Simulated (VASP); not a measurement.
Energy against volume of Cu₂O (cuprite). All values below come from PBE GGA, VASP's PBE PAW potentials (set 64) (plane waves; VASP 6.6.1). Settings: 520 eV cut-off, 5×5×5 Γ-centred mesh, Gaussian smearing of 0.050 eV, potentials Cu O.

```csv
V (Å³/atom),E (eV/atom)
12.532,-4.52849
12.932,-4.54310
13.331,-4.54779
13.731,-4.54414
```

Problem. Fit these four points and predict the energy of the run at 14.131 Å³/atom.

Solution. A cubic in V^(−2/3), the third-order Birch-Murnaghan form, passes through the four points with V0 = 13.35 Å³/atom and B0 = 111 GPa, and gives -4.5334 eV/atom there. The run gave -4.5335 eV/atom, -0.1 meV/atom from the fit; all five points give B0 = 110 GPa.

The compound is Cu2O in the cuprite structure. It was relaxed first.
